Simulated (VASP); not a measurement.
# Cl2SnSeH2 in VASP: a series of runs

One molecule, Cl2SnSeH2, is run at these levels: PBE; tasks: single point, relaxation of the atoms.

All numbers are computed with VASP 6.6.1; they aren't measurements. Logs are shortened: lines on timing, memory, paths and dates and some standing lists are left out, and cuts for length are marked.

### Step 1. The undisturbed molecule

The cell holds a molecule in a box, 6 atoms: a = 13.000 Å, b = 13.000 Å, c = 13.000 Å, α = 90.00°, β = 90.00°, γ = 90.00°.

### Step 2. Single point, PBE (atoms moved at random, drawn with an rms of 0.05 Å)

Contents of INCAR:

```
ALGO = Normal
EDIFF = 1E-6
ENCUT = 520
GGA = PE
ISIF = 2
ISMEAR = 0
LASPH = T
LCHARG = F
LREAL = F
LWAVE = F
NELM = 100
PREC = Accurate
SIGMA = 0.01
```

Contents of KPOINTS:

```
k-points
0
Gamma
  1 1 1
```

Contents of POSCAR:

```
SnH2SeCl2
1.0
   13.0000000000      0.0000000000      0.0000000000
    0.0000000000     13.0000000000      0.0000000000
    0.0000000000      0.0000000000     13.0000000000
Cl Sn Se H
2 1 1 2
Direct
    0.4050320000      0.3716950000      0.6110330000
    0.6363320000      0.3797530000      0.4426580000
    0.5181030000      0.4900100000      0.5257570000
    0.4318660000      0.5809890000      0.3887440000
    0.5827630000      0.5588060000      0.6172140000
    0.3625370000      0.6282170000      0.4624870000
```

Potentials or basis: VASP PAW PBE potentials, release 64 (Cl, Sn_d, Se, H).

Run with:

```sh
$ cat potpaw_PBE.64/Cl/POTCAR potpaw_PBE.64/Sn_d/POTCAR potpaw_PBE.64/Se/POTCAR potpaw_PBE.64/H/POTCAR > POTCAR
$ mpirun -np 1 vasp_gam > vasp.out
```

OUTCAR:

```text
EDIFF = 1E-6
   ENCUT = 520
   GGA = PE
   ISIF = 2
   ISMEAR = 0
   LASPH = T
   LREAL = F
   NELM = 100
   PREC = Accurate

 ion  position               nearest neighbor table
   1  0.405  0.372  0.611-   3 2.40
   2  0.636  0.380  0.443-   3 2.36
   3  0.518  0.490  0.526-   5 1.71   2 2.36   1 2.40   4 2.41
   4  0.432  0.581  0.389-   6 1.45   3 2.41
   5  0.583  0.559  0.617-   3 1.71
   6  0.363  0.628  0.462-   4 1.45

  LATTYP: Found a simple cubic cell.
 ALAT       =    13.0000000000

  Lattice vectors:

 A1 = (  13.0000000000,   0.0000000000,   0.0000000000)
 A2 = (   0.0000000000,  13.0000000000,   0.0000000000)
 A3 = (   0.0000000000,   0.0000000000,  13.0000000000)

Analysis of symmetry for initial positions (statically):
=====================================================================
 Subroutine PRICEL returns:
 Original cell was already a primitive cell.

 Routine SETGRP: Setting up the symmetry group for a
 simple cubic supercell.

 Subroutine GETGRP returns: Found  1 space group operations
 (whereof  1 operations were pure point group operations)
 out of a pool of 48 trial point group operations.

The static configuration has the point symmetry C_1 .

Analysis of symmetry for dynamics (positions and initial velocities):
=====================================================================
 Subroutine PRICEL returns:
 Original cell was already a primitive cell.

 Routine SETGRP: Setting up the symmetry group for a
 simple cubic supercell.

 Subroutine GETGRP returns: Found  1 space group operations
 (whereof  1 operations were pure point group operations)
 out of a pool of 48 trial point group operations.

The dynamic configuration has the point symmetry C_1 .

 Subroutine INISYM returns: Found  1 space group operations
 (whereof  1 operations are pure point group operations),
 and found     1 'primitive' translations

----------------------------------------------------------------------------------------

                                     Primitive cell

  volume of cell :    2197.0000

  direct lattice vectors                    reciprocal lattice vectors
    13.000000000  0.000000000  0.000000000     0.076923077  0.000000000  0.000000000
     0.000000000 13.000000000  0.000000000     0.000000000  0.076923077  0.000000000
     0.000000000  0.000000000 13.000000000     0.000000000  0.000000000  0.076923077

  length of vectors
    13.000000000 13.000000000 13.000000000     0.076923077  0.076923077  0.076923077

  position of ions in fractional coordinates (direct lattice)
     0.405032000  0.371695000  0.611033000
     0.636332000  0.379753000  0.442658000
     0.518103000  0.490010000  0.525757000
     0.431866000  0.580989000  0.388744000
     0.582763000  0.558806000  0.617214000
     0.362537000  0.628217000  0.462487000

  ion indices of the primitive-cell ions
   primitive index   ion index
                 1           1
                 2           2
                 3           3
                 4           4
                 5           5
                 6           6

----------------------------------------------------------------------------------------

 KPOINTS: k-points

Automatic generation of k-mesh.
 Grid dimensions read from file:
 generate k-points for:    1    1    1

 Generating k-lattice:

  Cartesian coordinates                     Fractional coordinates (reciprocal lattice)
     0.076923077  0.000000000  0.000000000     1.000000000  0.000000000  0.000000000
     0.000000000  0.076923077  0.000000000     0.000000000  1.000000000  0.000000000
     0.000000000  0.000000000  0.076923077     0.000000000  0.000000000  1.000000000

  Length of vectors
     0.076923077  0.076923077  0.076923077

  Shift w.r.t. Gamma in fractional coordinates (k-lattice)
     0.000000000  0.000000000  0.000000000

 Subroutine IBZKPT returns following result:
 ===========================================

 Found      1 irreducible k-points:

 Following reciprocal coordinates:
            Coordinates               Weight
  0.000000  0.000000  0.000000      1.000000
   k-points           NKPTS =      1   k-points in BZ     NKDIM =      1   number of bands    NBANDS=     22
   number of dos      NEDOS =    301   number of ions     NIONS =      6
   total plane-waves  NPLWV = 941192
   dimension x,y,z NGX =    98 NGY =   98 NGZ =   98
   dimension x,y,z NGXF=   196 NGYF=  196 NGZF=  196
   ions per type =               2   1   1   2
   NGX,Y,Z   is equivalent  to a cutoff of  12.53, 12.53, 12.53 a.u.
   NGXF,Y,Z  is equivalent  to a cutoff of  25.06, 25.06, 25.06 a.u.
 SYSTEM =  unknown system
   PREC   = accura    normal or accurate (medium, high low for compatibility)
   ISTART =      0    job   : 0-new  1-cont  2-samecut
   ICHARG =      2    charge: 1-file 2-atom 10-const
   ISPIN  =      1    spin polarized calculation?
   LNONCOLLINEAR =      F non collinear calculations
   LSORBIT =      F    spin-orbit coupling
   LASPH  =      T    aspherical Exc in radial PAW
   ENCUT  =  520.0 eV  38.22 Ry    6.18 a.u.  24.17 24.17 24.17*2*pi/ulx,y,z
   NELM   =    100;   NELMIN=  2; NELMDL= -5     # of ELM steps
   EDIFF  = 0.1E-05   stopping-criterion for ELM
   LREAL  =      F    real-space projection
   EDIFFG = 0.1E-04   stopping-criterion for IOM
   NSW    =      0    number of steps for IOM
   IBRION =     -1    ionic relax: 0-MD 1-quasi-New 2-CG
   NFREE  =      0    steps in history (QN), initial steepest desc. (CG)
   ISIF   =      2    stress and relaxation
   ISYM   =      2    0-nonsym 1-usesym 2-fastsym
   POTIM  = 0.5000    time-step for ionic-motion
   TEBEG  =    0.0;   TEEND  =   0.0 temperature during run
   PSTRESS=    0.0 pullay stress
   NELECT =      36.0000    total number of electrons
   NUPDOWN=      -1.0000    fix difference up-down
   EMIN   =  10.00;   EMAX   =-10.00  energy-range for DOS
   EFERMI =   0.00;   METHOD = LEGACY
   ISMEAR =     0;   SIGMA  =   0.01  broadening in eV -4-tet -1-fermi 0-gaus
   EFERMI_NEDOS =   21; number of points for ismear=-14 and -15
   IALGO  =     38    algorithm
   IMIX   =      4    mixing-type and parameters
     AMIX     =   0.40;   BMIX     =  1.00
     AMIX_MAG =   1.60;   BMIX_MAG =  1.00
  volume/ion in A,a.u.               =     366.17      2471.01
  Fermi-wavevector in a.u.,A,eV,Ry     =   0.415814  0.785774  2.352463  0.172901
  Thomas-Fermi vector in A             =   1.375002
   LORBIT       =      0    0 simple, 1 ext, 2 COOP (PROOUT), +10 PAW based schemes
   GGA     = PE    functional components
   LHFCALC =     F    Hartree Fock is set to
   AEXX    =    0.0000 exact exchange contribution
   IVDW    =     0    specifies the selected vdW correction
   LEPSILON=     F    determine dielectric tensor
   LRPA    =     F    only Hartree local field effects (RPA)
 non-spin polarized calculation
 Gauss-broadening in eV      SIGMA  =   0.01
  energy-cutoff  :      520.00
  volume of cell :     2197.00
 maximum number of plane-waves:     29543
 NGX is ok and might be reduce to    98
   NGX = 49   NGY = 49   NGZ = 49

 number of electron      36.0000001 magnetization

 Free energy of the ion-electron system (eV)
  ---------------------------------------------------
  ext. energy  EPLUGINS =         0.00000000
  ---------------------------------------------------
  free energy    TOTEN  =       -19.90207197 eV

  energy without entropy =      -19.90207197  energy(sigma->0) =      -19.90207197

 E-fermi :  -6.2843     XC(G=0):  -0.9320

 val. band max:       -6.3501825270   @ k =   0.0000   0.0000   0.0000
 cond. band min:      -2.6287652407   @ k =   0.0000   0.0000   0.0000
 fundamental gap:      3.7214172863
 Fermi energy:        -6.2842789023

 k-point     1 :       0.0000    0.0000    0.0000
  band No.  band energies     occupation
      1     -27.0165      2.00000
      2     -26.9776      2.00000
      3     -26.8989      2.00000
      4     -26.8456      2.00000
      5     -26.8386      2.00000
      6     -19.9321      2.00000
[... 14 lines left out ...]
     21      -1.0594      0.00000
     22      -0.8229      0.00000

------------------------ aborting loop because EDIFF is reached ----------------------------------------

  FORCE on cell =-STRESS in cart. coord.  units (eV):
  Direction    XX          YY          ZZ          XY          YZ          ZX
  --------------------------------------------------------------------------------------
  -------------------------------------------------------------------------------------
  Total        0.5377335      0.0192737      2.1169868     -1.3661641     -0.6937374      1.2429230
  in kB        0.3921459      0.0140554      1.5438271     -0.9962845     -0.5059127      0.9064101
  external PRESSURE =       0.6500095 kB  Pullay stress =       0.0000000 kB

 VOLUME and BASIS-vectors are now :
 -----------------------------------------------------------------------------
  energy-cutoff  :      520.00
  volume of cell :     2197.00
      direct lattice vectors                 reciprocal lattice vectors
    13.000000000  0.000000000  0.000000000     0.076923077  0.000000000  0.000000000
     0.000000000 13.000000000  0.000000000     0.000000000  0.076923077  0.000000000
     0.000000000  0.000000000 13.000000000     0.000000000  0.000000000  0.076923077

 POSITION                                       TOTAL-FORCE (eV/Angst)
 -----------------------------------------------------------------------------------
      5.26542      4.83204      7.94343         0.281513      0.422192     -0.184682
      8.27232      4.93679      5.75455        -0.105645      0.211120      0.073798
      6.73534      6.37013      6.83484         0.513645     -1.359823      1.062761
      5.61426      7.55286      5.05367        -0.257102      0.387707     -1.521728
      7.57592      7.26448      8.02378         0.002313      0.017617      0.106472
      4.71298      8.16682      6.01233        -0.434724      0.321187      0.463379
 -----------------------------------------------------------------------------------
    total drift:                                0.000530     -0.000238     -0.000466

  FREE ENERGIE OF THE ION-ELECTRON SYSTEM (eV)
  ---------------------------------------------------
  free  energy   TOTEN  =       -19.9020719733 eV

  energy  without entropy=      -19.9020719733  energy(sigma->0) =      -19.90207197
```

It took 1.8 min on 1 thread of Intel Xeon 6975P-C (Granite Rapids), shared host; peak memory 1.5 GiB.

Results:

```yaml
Free_energy: -19.9021 eV
Largest_force: 1.801 eV/Å
Gap_between_the_frontier_levels: 3.72 eV
```

Forces on the atoms (eV/Å):
```
Cl   0.282  0.422 -0.185
Cl  -0.106  0.211  0.074
Sn   0.514 -1.360  1.063
Se  -0.257  0.388 -1.522
H    0.002  0.018  0.106
H   -0.435  0.321  0.463
```

Caveat: spin-orbit coupling is left out, which moves the levels of the heavy elements.

### Step 3. Relaxation of the atoms, PBE (atoms moved at random, drawn with an rms of 0.02 Å)

Contents of INCAR:

```
SYSTEM = SnH2SeCl2
PREC = Accurate ; ENCUT = 520
EDIFF = 1E-6 ; ISMEAR = 0
SIGMA = 0.01 ; LREAL = .False.
LASPH = .True. ; NELM = 60
ALGO = Normal ; ISIF = 2
LWAVE = .False. ; LCHARG = .False.
GGA = PE ; IBRION = 2
NSW = 40 ; EDIFFG = -0.01
```

Contents of KPOINTS:

```
Automatic mesh
0
Gamma
  1 1 1
  0 0 0
```

Contents of POSCAR:

```
SnH2SeCl2
1.0
   13.0000000000      0.0000000000      0.0000000000
    0.0000000000     13.0000000000      0.0000000000
    0.0000000000      0.0000000000     13.0000000000
Cl Sn Se H
2 1 1 2
Direct
    0.4098030000      0.3750280000      0.6106600000
    0.6409290000      0.3851240000      0.4428400000
    0.5217430000      0.4865710000      0.5260540000
    0.4285250000      0.5810000000      0.3856090000
    0.5817870000      0.5573280000      0.6180250000
    0.3601950000      0.6281810000      0.4627900000
```

Potentials or basis: VASP PAW PBE potentials, release 64 (Cl, Sn_d, Se, H).

Run with:

```sh
$ cat potpaw_PBE.64/Cl/POTCAR potpaw_PBE.64/Sn_d/POTCAR potpaw_PBE.64/Se/POTCAR potpaw_PBE.64/H/POTCAR > POTCAR
$ mpirun -np 1 vasp_gam > vasp.out
```

Run time: 8.2 min. Hardware: 1 thread of Intel Xeon 6975P-C (Granite Rapids), shared host; peak memory 1.6 GiB.

The run converged. Its results:

* Free energy: -20.0211 eV
* Energy gained by relaxing: 3.0 meV/atom
* Ionic steps: 13
* Largest force after relaxing: 0.010 eV/Å
* Gap between the frontier levels: 3.34 eV

Forces in eV/Å, atoms in the order of the input:
```
Cl   0.000 -0.002  0.006
Cl   0.001  0.007  0.003
Sn  -0.002  0.001  0.004
Se  -0.004  0.002 -0.007
H    0.001 -0.009 -0.003
H    0.004  0.002 -0.002
```

The path:
```
step  energy change (eV)  largest force (eV/Å)  pressure (GPa)
   1              0.0000                0.5195            0.07
   2             -0.0136                0.2521            0.01
   3             -0.0137                0.2271            0.01
   4             -0.0169                0.0911            0.00
   5             -0.0169                0.0936            0.00
   6             -0.0173                0.0364            0.00
   7             -0.0173                0.0329            0.00
   8             -0.0175                0.0276            0.00
   9             -0.0177                0.0517            0.00
  10             -0.0178                0.0275            0.00
  11             -0.0178                0.0103            0.00
  12             -0.0178                0.0110            0.00
  13             -0.0178                0.0099            0.00
```

Final structure:
```
CELL_PARAMETERS angstrom
13.00000 0.00000 0.00000
0.00000 13.00000 0.00000
0.00000 0.00000 13.00000
ATOMIC_POSITIONS crystal
Cl 0.40854 0.37437 0.61202
Cl 0.64334 0.38397 0.44157
Sn 0.52153 0.48607 0.52620
Se 0.42795 0.58177 0.38455
H 0.58219 0.55797 0.61891
H 0.35942 0.62909 0.46274
```

Levels at points of the mesh, in eV from the valence-band top:
| k point | band 14 | band 15 | band 16 | band 17 | band 18 | band 19 | band 20 | band 21 | band 22 |
| --- | --- | --- | --- | --- | --- | --- | --- | --- | --- |
| (0.00, 0.00, 0.00) | -1.45 | -1.39 | -1.27 | -1.06 | 0.00 | 3.34 | 4.84 | 5.04 | 5.20 |

Caveat: spin-orbit coupling is left out, which moves the levels of the heavy elements.
